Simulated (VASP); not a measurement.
An input for Ansatz (written as the equivalent of a VASP run, and not itself run):

Ansatz 0.2 input:
```yaml
crystal:
  lattice:
    - [0.0000000, 3.0405300, 2.9546830]
    - [2.9555420, 0.0000000, 2.9546830]
    - [2.9555420, 3.0405300, 0.0000000]
  atoms:
    - { symbol: Pb, position: [0.0000000, 0.0000000, 0.0000000] }
    - { symbol: F, position: [0.2500000, 0.2500000, 0.2500000] }
    - { symbol: F, position: [0.7403290, 0.7596710, 0.7596710] }
kpoints:
  mp_grid: { grid: [6, 6, 6] }
hamiltonian:
  xc: r2scan
  pseudopotentials: { kind: paw }
scf:
  occupations: { method: gaussian, width: 0.05 }
  max_iter: 100
output: { forces: true, stress: true, eigenvalues: true }
```

**Question.** Translate this input to VASP (INCAR, KPOINTS, POSCAR, choice of POTCAR).

**Answer.** One answer among several that fit: 
**POSCAR**
```
PbF2
1
    0.0000000000     3.0405300000     2.9546830000
    2.9555420000     0.0000000000     2.9546830000
    2.9555420000     3.0405300000     0.0000000000
Pb F
1 2
Direct
  0.0000000000   0.0000000000   0.0000000000
  0.2500000000   0.2500000000   0.2500000000
  0.7403290000   0.7596710000   0.7596710000
```

### KPOINTS
```
Regular mesh
0
G
  6 6 6
```

**INCAR**
```
ENCUT  =  520
LCHARG  =  F
LMAXMIX  =  4   # l cut-off of mixed one-centre charges
LMIXTAU  =  T
ISIF  =  2   # forces and stress, cell fixed
METAGGA  =  R2SCAN
ALGO  =  Normal   # blocked Davidson
SIGMA  =  0.05   # width (eV)
SYSTEM  =  PbF2
PREC  =  Accurate
LWAVE  =  F
ISMEAR  =  0   # Gaussian
NELM  =  100
LASPH  =  T
EDIFF  =  1E-6   # SCF stop (eV)
LREAL  =  F
```

POTCAR, in this order: Pb_d F (PBE.64 set). Program: vasp_std.

Limits of the translation: each code has its own PAW files, so the cut-off isn't converted (ENCUT is set for VASP's; basis.ecutwfc is left out, and Ansatz then takes the one that its files recommend); Ansatz stops its SCF on the density residual and VASP on the energy change (EDIFF).

The compound is PbF2 in the fluorite structure, the β form. The cell was not relaxed at this level, atoms are displaced from their ideal sites. The run is one of a series of settings (GGA removed, LMIXTAU = .TRUE., METAGGA = R2SCAN against the base run), some of them coarse on purpose.
